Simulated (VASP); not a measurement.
Here is the system:

```xyz
4
Lattice="4.3461 0.0000 0.0000 -2.1730 3.7638 0.0000 0.0000 0.0000 7.0898" Properties=species:S:1:pos:R:3 pbc="T T T"
Cd     2.1730     1.2546     3.5446
Cd     0.0000     2.5092     7.0895
Se     2.1730     1.2546     6.2101
Se     0.0000     2.5092     2.6651
```

All values below come from PBE GGA, VASP's PBE PAW potentials (set 64) (plane waves; VASP). Settings: 300 eV cut-off, 7×7×4 Γ-centred mesh, Gaussian smearing of 0.010 eV, potentials Cd Se.

Give the energies of bands 13 to 21 at the high-symmetry points, in eV from the valence-band maximum.

```csv
band,Γ,M,K,A,L,H
13,-4.21,-4.07,-3.68,-2.59,-4.07,-3.97
14,-0.72,-3.53,-3.68,-2.59,-4.07,-3.97
15,-0.72,-2.53,-2.90,-0.38,-1.29,-2.32
16,-0.04,-1.76,-1.78,-0.38,-1.29,-2.32
17,0.00,-1.26,-1.78,-0.38,-1.28,-1.06
18,0.00,-0.72,-1.60,-0.38,-1.28,-1.06
19,0.59,3.15,4.29,2.31,2.91,3.70
20,2.16,3.33,4.66,2.31,2.91,3.70
21,5.85,4.78,4.66,5.80,4.84,5.81
```

The gap is direct, 0.59 eV, from the valence maximum at Γ to the conduction minimum at Γ.

The structure comes from a computed database's CdSe entry (P6_3mc); how it stands against other phases isn't given here. The cell was not relaxed at this level.
